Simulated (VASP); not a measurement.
# Driving VASP from ASE on Al2Pt, part 3 of 4

Do ASE scripts that read Al2Pt from different structure formats give one answer, and do several routes find one equilibrium volume? All runs use r2SCAN. Left out of this account: at least 1 further run (self-consistent run: a reference on another mesh). The start is a cell from a database of measured crystal structures.

VASP 6.6.1; r2SCAN; plane waves and PAW (Al, Pt).

So far. Step 3 (Total energy, forces and stress (r2SCAN, through ASE) …): The energy lies +9.55 meV an atom from the first script, since this cell and mesh sample the zone at other points.

The database entry behind the starting cell differs from later determinations by our own check (0.1 to 0.3 % short, probably kX units), so it need not match the best structure at ambient conditions.

**4. Relaxing cell and atoms (r2SCAN, through ASE)**

System of this step: Al2Pt. The structure is cubic, space group Fm-3m (No. 225). Conventional cell: a = 5.910 Å, b = 5.910 Å, c = 5.910 Å, α = 90.00°, β = 90.00°, γ = 90.00°. Nearest to Al lie 4 Pt at 2.56 Å. Nearest to Pt lie 8 Al at 2.56 Å. Farther neighbours are not listed.

The start need not lie at this functional's minimum. ISIF = 3 frees volume, shape and positions, and EDIFFG sets the threshold on forces and stress at which the search stops.

File run.py:

```python
import numpy as np
from ase.calculators.vasp import Vasp
from ase import Atoms

atoms = Atoms(['Al', 'Al', 'Pt'],
              cell=[[0.0, 2.955, 2.955], [2.955, 0.0, 2.955], [2.955, 2.955, 0.0]],
              scaled_positions=[[0.25, 0.25, 0.25], [0.75, 0.75, 0.75], [0.0, 0.0, 0.0]],
              pbc=True)

calc = Vasp(
    xc='r2scan',
    pp='PBE',
    prec='Accurate',
    encut=400,
    ediff=1e-06,
    nelm=100,
    ismear=-1,
    sigma=0.05,
    lreal=False,
    algo='Normal',
    lasph=True,
    nbands=14,
    lorbit=11,
    lwave=False,
    lcharg=False,
    kpar=4,
    ibrion=2,
    nsw=60,
    isif=3,
    ediffg=-0.01,
    pp_version='64',
    setups={'Al': '', 'Pt': ''},
    kpts=(9, 9, 9),
    gamma=True,
    txt='vasp.out',
)
atoms.calc = calc

print("energy (eV):", round(atoms.get_potential_energy(), 6))
print("Fermi level (eV):", round(calc.get_fermi_level(), 4))
print("forces (eV/A):")
print(np.round(atoms.get_forces(), 4))
print("stress (GPa, Voigt, tension positive):", np.round(atoms.get_stress() * 160.21766, 3))
print("cell (A, degrees):", np.round(atoms.cell.cellpar(), 4))
print("volume (A^3):", round(atoms.get_volume(), 4))
print("positions:")
print(np.round(atoms.get_scaled_positions(), 5))
```

PAW data sets: Al and Pt (PBE family, release 64).

Command:

```bash
export ASE_VASP_COMMAND="mpirun -np 4 vasp_std"
python run.py
```

Output:

```text
energy (eV): -67.918846
Fermi level (eV): 7.9423
forces (eV/A):
[[ 0.  0. -0.]
 [-0. -0. -0.]
 [ 0.  0.  0.]]
stress (GPa, Voigt, tension positive): [-0.042 -0.042 -0.042  0.     0.     0.   ]
cell (A, degrees): [ 4.1711  4.1711  4.1711 60.     60.     60.    ]
volume (A^3): 51.3156
positions:
[[0.25 0.25 0.25]
 [0.75 0.75 0.75]
 [0.   0.   0.  ]]
```

Wall time 25 s (4 MPI ranks of Intel Xeon 6975P-C (Granite Rapids), shared host); peak memory 0.62 GiB.

ASE turned this into the INCAR:

```
ENCUT = 400.000000
SIGMA = 0.050000
EDIFF = 1.00e-06
EDIFFG = -1.00e-02
ALGO = Normal
METAGGA = R2SCAN
PREC = Accurate
IBRION = 2
ISIF = 3
ISMEAR = -1
KPAR = 4
LORBIT = 11
NBANDS = 14
NELM = 100
NSW = 60
LASPH = .TRUE.
LCHARG = .FALSE.
LWAVE = .FALSE.
LREAL = .FALSE.
```

ASE turned this into the KPOINTS:

```
KPOINTS created by Atomic Simulation Environment
0
Gamma
9 9 9
0 0 0
```

vasp.out:

```text
[banner, memory and clock lines left out]
running    4 mpi-ranks, on    1 nodes
 distrk:  each k-point on    1 cores,    4 groups
 distr:  one band on    1 cores,    1 groups

 POSCAR found type information on POSCAR AlPt
 POSCAR found :  2 types and       3 ions
 [... a notice as in an earlier step ...]

 LDA part: xc-table for (None), standard interpolation
 POSCAR, INCAR and KPOINTS ok, starting setup
 FFT: planning ... GRIDC
 FFT: planning ... GRID_SOFT
 FFT: planning ... GRID
 WAVECAR not read
 entering main loop
       N       E                     dE             d eps       ncg     rms          rms(c)
[... 14 cycles as in an earlier step ...]
   1 F= -.67921462E+02 E0= -.67918128E+02  d E =-.679215E+02
 curvature:   0.00 expect dE= 0.000E+00 dE for cont linesearch  0.000E+00
 trial: gam= 0.00000 g(F)=  0.865E-44 g(S)=  0.287E-02 ort = 0.000E+00 (trialstep = 0.100E+01)
 search vector abs. value=  0.287E-02
 bond charge predicted
       N       E                     dE             d eps       ncg     rms          rms(c)
DAV:   1    -0.679407601050E+02   -0.19298E-01   -0.27566E-01  1106   0.508E+00    0.880E-01
DAV:   2    -0.679219408160E+02    0.18819E-01   -0.80666E-02  1124   0.285E+00    0.236E-01
DAV:   3    -0.679213413554E+02    0.59946E-03   -0.30895E-03  1060   0.542E-01    0.772E-02
DAV:   4    -0.679212558464E+02    0.85509E-04   -0.23832E-04  1148   0.845E-02    0.344E-02
DAV:   5    -0.679212586649E+02   -0.28185E-05   -0.51206E-05  1142   0.673E-02    0.178E-02
DAV:   6    -0.679212572789E+02    0.13860E-05   -0.62953E-06  1168   0.226E-02    0.599E-03
DAV:   7    -0.679212563727E+02    0.90620E-06   -0.31396E-07   544   0.398E-03
   2 F= -.67921256E+02 E0= -.67917951E+02  d E =0.205391E-03
 trial-energy change:    0.000205  1 .order    0.000354   -0.002869    0.003577
 step:   0.4796(harm=  0.4451)  dis= 0.00000  next Energy=   -67.922166 (dE=-0.704E-03)
 bond charge predicted
       N       E                     dE             d eps       ncg     rms          rms(c)
DAV:   1    -0.679275171134E+02   -0.62598E-02   -0.74639E-02  1106   0.264E+00    0.450E-01
DAV:   2    -0.679223713302E+02    0.51458E-02   -0.21560E-02  1130   0.148E+00    0.124E-01
DAV:   3    -0.679222089496E+02    0.16238E-03   -0.79130E-04  1054   0.272E-01    0.456E-02
DAV:   4    -0.679221698951E+02    0.39054E-04   -0.61829E-05  1136   0.426E-02    0.194E-02
DAV:   5    -0.679221654213E+02    0.44738E-05   -0.13050E-05  1170   0.339E-02    0.931E-03
DAV:   6    -0.679221658229E+02   -0.40166E-06   -0.15166E-06   558   0.115E-02
   3 F= -.67922166E+02 E0= -.67918846E+02  d E =-.704059E-03
 curvature:  -0.22 expect dE=-0.196E-05 dE for cont linesearch -0.196E-05
 trial: gam= 0.00000 g(F)=  0.527E-44 g(S)=  0.884E-05 ort =-0.159E-03 (trialstep = 0.896E+00)
 search vector abs. value=  0.884E-05
 reached required accuracy - stopping structural energy minimisation
```

OUTCAR, selected parts (step 4):

```text
The static configuration has the point symmetry O_h .

 Found     35 irreducible k-points:

   NELECT =      16.0000    total number of electrons

 E-fermi :   7.9423

 k-point     1 :       0.0000    0.0000    0.0000
  band No.  band energies     occupation
    ...
      2       2.5068      2.00000
      3       2.5068      2.00000
      4       2.5068      2.00000
      5       3.9293      2.00000
      6       3.9293      2.00000
      7      11.5779      0.00000
      8      11.8379      0.00000
      9      11.8379      0.00000
     10      11.8379      0.00000
     11      13.6750      0.00000
    ...

 k-point     2 :       0.1111    0.0000    0.0000
  band No.  band energies     occupation
    ...
      2       2.4109      2.00000
      3       2.5672      2.00000
      4       2.5672      2.00000
      5       3.9104      2.00000
      6       3.9104      2.00000
      7       9.9483      0.00000
      8      11.3743      0.00000
      9      11.3743      0.00000
     10      11.7988      0.00000
     11      14.1887      0.00000
    ...

  Total        0.0135396      0.0135396      0.0135396      0.0000000      0.0000000     -0.0000000
  in kB        0.4227348      0.4227348      0.4227348      0.0000000      0.0000000     -0.0000000
  external PRESSURE =       0.4227348 kB  Pullay stress =       0.0000000 kB

  energy-cutoff  :      400.00
  volume of cell :       51.32
      direct lattice vectors                 reciprocal lattice vectors
    -0.000000000  2.949441957  2.949441957    -0.169523594  0.169523594  0.169523594
     2.949441957  0.000000000  2.949441957     0.169523594 -0.169523594  0.169523594
     2.949441957  2.949441957 -0.000000000     0.169523594  0.169523594 -0.169523594

 POSITION                                       TOTAL-FORCE (eV/Angst)
 -----------------------------------------------------------------------------------
      1.47472      1.47472      1.47472         0.000000      0.000000     -0.000000
      4.42416      4.42416      4.42416        -0.000000     -0.000000     -0.000000
      0.00000      0.00000      0.00000         0.000000      0.000000      0.000000
 -----------------------------------------------------------------------------------
    total drift:                               -0.000000     -0.000000      0.000000

  FREE ENERGIE OF THE ION-ELECTRON SYSTEM (eV)
  ---------------------------------------------------
  free  energy   TOTEN  =       -67.9221658229 eV

  energy  without entropy=      -67.9155270072  energy(sigma->0) =      -67.91884642

 reached required accuracy - stopping structural energy minimisation

 total charge
# of ion       s       p       d       tot
------------------------------------------
    1        0.398   0.379   0.000   0.777
    2        0.398   0.379   0.000   0.777
    3        0.837   0.744   8.161   9.742
--------------------------------------------------
tot          1.632   1.502   8.161  11.296

[... 7 parts as in an earlier step ...]

[... 5 further parts left out ...]
```

CONTCAR:

```
Al Pt
   1.00000000000000
    -0.0000000000000000    2.9494419570211439    2.9494419570211439
     2.9494419570211439    0.0000000000000000    2.9494419570211439
     2.9494419570211439    2.9494419570211439   -0.0000000000000000
  Al              Pt
     2     1
Direct
     0.2500000000000000    0.2500000000000000    0.2500000000000000
     0.7500000000000000    0.7500000000000000    0.7500000000000000
     0.0000000000000000    0.0000000000000000    0.0000000000000000
```

The run keeps the 48 symmetry operations of its start, so it cannot find a distortion of lower symmetry.

Step by step:

| step | energy less that of the first step (eV) | largest force (eV/Å) | pressure (GPa) | volume (Å³) |
| --- | --- | --- | --- | --- |
| 1 | 0.0000 | 0.0000 | -0.76 | 51.61 |
| 2 | 0.0002 | 0.0000 | 0.96 | 51.00 |
| 3 | -0.0007 | 0.0000 | 0.04 | 51.32 |

| conventional cell, symmetrised | before | after | change |
| --- | --- | --- | --- |
| a (Å) | 5.910 | 5.899 | -0.2 % |
| b (Å) | 5.910 | 5.899 | -0.2 % |
| c (Å) | 5.910 | 5.899 | -0.2 % |
| volume (Å³/atom) | 17.20 | 17.11 | -0.6 % |

Final coordinates:

```xyz
3
Lattice="0.0000 2.9494 2.9494 2.9494 0.0000 2.9494 2.9494 2.9494 0.0000" Properties=species:S:1:pos:R:3 pbc="T T T"
Al    1.4747    1.4747    1.4747
Al    4.4242    4.4242    4.4242
Pt    0.0000    0.0000    0.0000
```

This step gave:

```
electrons                       : 16
bands                           : 14
irreducible k-points            : 35
free energy (TOTEN)             : -67.9222 eV
energy at zero smearing         : -67.9188 eV
Fermi energy                    : 7.942 eV
pressure                        : 0.04227 GPa
SCF cycles over all ionic steps : 27
```

It ends with forces that vanish by symmetry and a pressure of 0.04 GPa.

**5. Energy against volume, from ASE (r2SCAN)**

An ASE loop scales the volume at fixed shape and fractional positions and fits the energies, which gives the bulk modulus of a clamped cell from energies alone.

File run.py:

```python
import numpy as np
from ase.calculators.vasp import Vasp
from ase.io import read
from ase.eos import EquationOfState
from ase.units import GPa

atoms = read('Al2Pt.cif')

calc = Vasp(
    xc='r2scan',
    pp='PBE',
    prec='Accurate',
    encut=400,
    ediff=1e-06,
    nelm=100,
    ismear=-1,
    sigma=0.05,
    lreal=False,
    algo='Normal',
    lasph=True,
    nbands=14,
    lorbit=11,
    lwave=False,
    lcharg=False,
    kpar=4,
    isif=2,
    pp_version='64',
    setups={'Al': '', 'Pt': ''},
    kpts=(9, 9, 9),
    gamma=True,
    txt='vasp.out',
)
atoms.calc = calc

cell, volumes, energies = atoms.get_cell(), [], []
for x in [0.94, 0.96, 0.98, 1.0, 1.02, 1.04, 1.06]:
    atoms.set_cell(cell * x ** (1 / 3), scale_atoms=True)
    volumes.append(atoms.get_volume())
    energies.append(atoms.get_potential_energy())
    print(f"{x:.2f}  V = {volumes[-1]:.4f} A^3  E = {energies[-1]:.6f} eV")
v0, e0, b0 = EquationOfState(volumes, energies, eos="birchmurnaghan").fit()
print(f"V0 = {v0:.4f} A^3  E0 = {e0:.6f} eV  B0 = {b0 / GPa:.2f} GPa")
```

File Al2Pt.cif:

```cif
data_Al2Pt
_cell_length_a 4.17900108
_cell_length_b 4.17900108
_cell_length_c 4.17900108
_cell_angle_alpha 60.00000000
_cell_angle_beta 60.00000000
_cell_angle_gamma 60.00000000
_space_group_name_H-M_alt 'P1'
_space_group_name_Hall 'P 1'
_space_group_IT_number 1
loop_
_space_group_symop_operation_xyz
'x,y,z'
loop_
_atom_site_label
_atom_site_type_symbol
_atom_site_symmetry_multiplicity
_atom_site_Wyckoff_symbol
_atom_site_fract_x
_atom_site_fract_y
_atom_site_fract_z
_atom_site_occupancy
Al1 Al 1 a 0.2500000000 0.2500000000 0.2500000000 1
Al2 Al 1 a 0.7500000000 0.7500000000 0.7500000000 1
Pt1 Pt 1 a 0.0000000000 0.0000000000 0.0000000000 1
```

Output:

```text
0.94  V = 48.5099 A^3  E = -67.841177 eV
0.96  V = 49.5420 A^3  E = -67.888604 eV
0.98  V = 50.5741 A^3  E = -67.913468 eV
1.00  V = 51.6063 A^3  E = -67.918128 eV
1.02  V = 52.6384 A^3  E = -67.904638 eV
1.04  V = 53.6705 A^3  E = -67.874892 eV
1.06  V = 54.7026 A^3  E = -67.830595 eV
V0 = 51.3395 A^3  E0 = -67.918734 eV  B0 = 143.82 GPa
```

Elapsed: 80 s, on 4 MPI ranks; peak memory 0.62 GiB.

ASE turned this into the INCAR:

```
ENCUT = 400.000000
SIGMA = 0.050000
EDIFF = 1.00e-06
ALGO = Normal
METAGGA = R2SCAN
PREC = Accurate
ISIF = 2
ISMEAR = -1
KPAR = 4
LORBIT = 11
NBANDS = 14
NELM = 100
LASPH = .TRUE.
LCHARG = .FALSE.
LWAVE = .FALSE.
LREAL = .FALSE.
```

The KPOINTS that ASE wrote:

```
KPOINTS created by Atomic Simulation Environment
0
Gamma
9 9 9
0 0 0
```

vasp.out (the last of its runs):

```text
[banner, memory and clock lines left out]
running    4 mpi-ranks, on    1 nodes
 distrk:  each k-point on    1 cores,    4 groups
 distr:  one band on    1 cores,    1 groups

 POSCAR found type information on POSCAR AlPt
 POSCAR found :  2 types and       3 ions
 [... a notice as in an earlier step ...]

 LDA part: xc-table for (None), standard interpolation
 POSCAR, INCAR and KPOINTS ok, starting setup
 FFT: planning ... GRIDC
 FFT: planning ... GRID_SOFT
 FFT: planning ... GRID
 WAVECAR not read
 WARNING: random wavefunctions but no delay for mixing, default for NELMDL
 entering main loop
       N       E                     dE             d eps       ncg     rms          rms(c)
DAV:   1    -0.188303917129E+02   -0.18830E+02   -0.58143E+03  1020   0.798E+02
DAV:   2    -0.706762618138E+02   -0.51846E+02   -0.46637E+02  1160   0.153E+02
DAV:   3    -0.718519246049E+02   -0.11757E+01   -0.11702E+01  1322   0.220E+01
DAV:   4    -0.718616119042E+02   -0.96873E-02   -0.96866E-02  1100   0.238E+00
DAV:   5    -0.718618053831E+02   -0.19348E-03   -0.19348E-03  1282   0.351E-01    0.867E+00
DAV:   6    -0.679191089668E+02    0.39427E+01   -0.30235E+00  1088   0.165E+01    0.344E+00
DAV:   7    -0.678342583020E+02    0.84851E-01   -0.26319E-01  1088   0.498E+00    0.199E+00
DAV:   8    -0.678358257347E+02   -0.15674E-02   -0.40816E-02  1082   0.151E+00    0.461E-01
DAV:   9    -0.678341078592E+02    0.17179E-02   -0.15201E-02  1184   0.124E+00    0.203E-01
DAV:  10    -0.678341812623E+02   -0.73403E-04   -0.60146E-04  1172   0.215E-01    0.811E-02
DAV:  11    -0.678341701975E+02    0.11065E-04   -0.10068E-04  1214   0.760E-02    0.116E-02
DAV:  12    -0.678341739488E+02   -0.37513E-05   -0.17522E-06  1112   0.120E-02    0.616E-03
DAV:  13    -0.678341710834E+02    0.28654E-05   -0.51649E-07   664   0.674E-03    0.129E-03
DAV:  14    -0.678341712552E+02   -0.17180E-06   -0.37475E-08   640   0.154E-03
   1 F= -.67834171E+02 E0= -.67830595E+02  d E =-.715280E-02
```

Parts of OUTCAR (step 5):

```text
   ENCUT  =  400.0 eV  29.40 Ry    5.42 a.u.   6.95  6.95  6.95*2*pi/ulx,y,z

   NELECT =      16.0000    total number of electrons

 E-fermi :   7.2079

 k-point     1 :       0.0000    0.0000    0.0000
  band No.  band energies     occupation
    ...
      2       2.1131      2.00000
      3       2.1131      2.00000
      4       2.1131      2.00000
      5       3.4609      2.00000
      6       3.4609      2.00000
      7      10.3198      0.00000
      8      11.0454      0.00000
      9      11.0454      0.00000
     10      11.0454      0.00000
     11      12.5630      0.00000
    ...

  Total       -2.7117578     -2.7117578     -2.7117578     -0.0000000     -0.0000000      0.0000000
  in kB      -79.4242572    -79.4242572    -79.4242572     -0.0000000     -0.0000000      0.0000000
  external PRESSURE =     -79.4242572 kB  Pullay stress =       0.0000000 kB

 POSITION                                       TOTAL-FORCE (eV/Angst)
 -----------------------------------------------------------------------------------
      2.13048      1.23003      0.86977         0.000000      0.000000      0.000000
      6.39144      3.69010      2.60930        -0.000000     -0.000000     -0.000000
      0.00000      0.00000      0.00000         0.000000     -0.000000      0.000000
 -----------------------------------------------------------------------------------
    total drift:                                0.000000      0.000000     -0.000000

  FREE ENERGIE OF THE ION-ELECTRON SYSTEM (eV)
  ---------------------------------------------------
  free  energy   TOTEN  =       -67.8341712552 eV

  energy  without entropy=      -67.8270184582  energy(sigma->0) =      -67.83059486

[... 3 parts as in an earlier step ...]

[... 13 further parts left out ...]
```

Numbers from this step:

- bulk modulus: 143.8 GPa
- equilibrium volume of the fit: 17.11 Å³/atom

The fit over cells of fixed shape and fractional positions puts the volume +0.05 % from the relaxed one.

[end of part 3 of 4]

[Lines on the potential files, build, host, timing and source positions are cut from VASP's logs without a mark.]

[Logs are printed without paths, hosts, clocks, repeated set-up lines and the standing remarks that a program may print on its own settings, such as how far it seeks lower states.]

[Hosts, paths, dates, database ids (printed as entryN), source tags and the programs' standing remarks are cut or masked in the printed files.]

[A measured line is paired with the nearest computed mode of its activity, which favours agreement.]

[In band tables of VASP the shares of atoms and orbitals are scaled to a sum of 1 inside the atoms' spheres.]
